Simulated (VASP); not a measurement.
Calculation: PBE GGA, VASP's PBE PAW potentials (set 64) (plane waves; VASP 6.6.1).

Input for VASP

### INCAR
```
SYSTEM=C
LASPH=.TRUE.   # aspherical one-centre terms
ENCUT=400
ISMEAR=0   # Gaussian
PREC=Accurate
NELM=100
LREAL=.FALSE.   # projection in real space or not
SIGMA=0.136
GGA=PE   # PBE
EDIFF=1E-6   # SCF stop (eV)
ISIF=2
ALGO=Normal   # blocked Davidson
LCHARG=.FALSE.
LWAVE=.FALSE.
```

### POSCAR
```
C
2.460
  0.5000000000  -0.8660252033   0.0000000000
  0.5000000000   0.8660252033   0.0000000000
  0.0000000000   0.0000000000   2.7276422764
C
4
direct
  0.0000000000   0.0000000000   0.2500000000
  0.0000000000   0.0000000000   0.7500000000
  0.3333330000   0.6666670000   0.2500000000
  0.6666670000   0.3333330000   0.7500000000
```

File KPOINTS:
```
Automatic mesh
0
Gamma
15 15 5
0 0 0
```

POTCAR, in this order: C (PBE.64 set). Program: vasp_std.

The run wrote:

OUTCAR:
```
 ion  position               nearest neighbor table
   1  0.000  0.000  0.250-   3 1.42   3 1.42   3 1.42
   2  0.000  0.000  0.750-   4 1.42   4 1.42   4 1.42
   3  0.333  0.667  0.250-   1 1.42   1 1.42   1 1.42
   4  0.667  0.333  0.750-   2 1.42   2 1.42   2 1.42
  LATTYP: Found a hexagonal cell.
 ALAT       =     2.4599995728
 C/A-ratio  =     2.7276427501
 Subroutine PRICEL returns:
 Original cell was already a primitive cell.
 Subroutine GETGRP returns: Found 24 space group operations
The static configuration has the point symmetry D_3d.
 The point group associated with its full space group is D_6h.
The dynamic configuration has the point symmetry D_3d.
 Subroutine INISYM returns: Found 24 space group operations
 Subroutine IBZKPT returns following result:
 Found     81 irreducible k-points:

 Following reciprocal coordinates:
            Coordinates               Weight
  0.000000  0.000000  0.000000      1.000000
  0.066667  0.000000  0.000000      6.000000
  0.133333  0.000000  0.000000      6.000000
  0.200000 -0.000000  0.000000      6.000000
  0.266667  0.000000  0.000000      6.000000
  0.333333 -0.000000  0.000000      6.000000
  0.400000 -0.000000  0.000000      6.000000
  0.466667 -0.000000  0.000000      6.000000
  0.066667  0.066667  0.000000      6.000000
  0.133333  0.066667  0.000000     12.000000
  0.200000  0.066667  0.000000     12.000000
  0.266667  0.066667  0.000000     12.000000
  0.333333  0.066667  0.000000     12.000000
  0.400000  0.066667  0.000000     12.000000
  0.466667  0.066667  0.000000      6.000000
  0.133333  0.133333  0.000000      6.000000
  0.200000  0.133333  0.000000     12.000000
  0.266667  0.133333  0.000000     12.000000
  0.333333  0.133333  0.000000     12.000000
  0.400000  0.133333  0.000000     12.000000
...
```

**OSZICAR**
```
       N       E                     dE             d eps       ncg     rms          rms(c)
DAV:   1     0.367992656468E+02    0.36799E+02   -0.74131E+03  1956   0.101E+03
DAV:   2    -0.362676491830E+02   -0.73067E+02   -0.66706E+02  2704   0.211E+02
DAV:   3    -0.392217649673E+02   -0.29541E+01   -0.29354E+01  2492   0.433E+01
DAV:   4    -0.392552132845E+02   -0.33448E-01   -0.33421E-01  2436   0.531E+00
DAV:   5    -0.392559567511E+02   -0.74347E-03   -0.74329E-03  2424   0.761E-01    0.905E+00
DAV:   6    -0.374455852698E+02    0.18104E+01   -0.17636E+00  2244   0.920E+00    0.534E+00
DAV:   7    -0.368653984307E+02    0.58019E+00   -0.19883E+00  2284   0.986E+00    0.144E+00
DAV:   8    -0.368725691603E+02   -0.71707E-02   -0.60048E-02  2200   0.167E+00    0.101E-01
DAV:   9    -0.368724984088E+02    0.70752E-04   -0.12229E-03  2444   0.288E-01    0.551E-02
DAV:  10    -0.368726858061E+02   -0.18740E-03   -0.24413E-04  2392   0.134E-01    0.300E-02
DAV:  11    -0.368726847267E+02    0.10794E-05   -0.27282E-06  2208   0.147E-02    0.308E-03
DAV:  12    -0.368726849084E+02   -0.18165E-06   -0.54226E-07  1680   0.656E-03
   1 F= -.36872685E+02 E0= -.36871981E+02  d E =-.140847E-02
```

OUTCAR:
```
------------------------ aborting loop because EDIFF is reached ----------------------------------------
  FORCE on cell =-STRESS in cart. coord.  units (eV):
  Direction    XX          YY          ZZ          XY          YZ          ZX
  --------------------------------------------------------------------------------------
  Total        0.3468357      0.3468355      0.2112656      0.0000000      0.0000000      0.0000000
  in kB       15.8019646     15.8019573      9.6253383      0.0000000      0.0000000      0.0000000
  external PRESSURE =      13.7430867 kB  Pullay stress =       0.0000000 kB
  volume of cell :       35.17
      direct lattice vectors                 reciprocal lattice vectors
     1.230000000 -2.130422000  0.000000000     0.406504065 -0.234695286  0.000000000
     1.230000000  2.130422000  0.000000000     0.406504065  0.234695286  0.000000000
     0.000000000  0.000000000  6.710000000     0.000000000  0.000000000  0.149031297
 POSITION                                       TOTAL-FORCE (eV/Angst)
 -----------------------------------------------------------------------------------
      0.00000      0.00000      1.67750        -0.000000      0.000000      0.000000
      0.00000      0.00000      5.03250        -0.000000     -0.000000     -0.000000
      1.23000      0.71014      1.67750        -0.000000     -0.000000      0.000000
      1.23000     -0.71014      5.03250         0.000000      0.000000     -0.000000
 -----------------------------------------------------------------------------------
    total drift:                               -0.000000     -0.000000      0.000000
  FREE ENERGIE OF THE ION-ELECTRON SYSTEM (eV)
  ---------------------------------------------------
  free  energy   TOTEN  =       -36.8726849084 eV

  energy  without entropy=      -36.8712764348  energy(sigma->0) =      -36.87198067
```
(Selected blocks of OUTCAR.)

At this cut-off the stress carries a Pulay error, which pulls relaxed volumes low.

The structure is a typed C crystal (P6_3/mmc). The cell was not relaxed at this level.
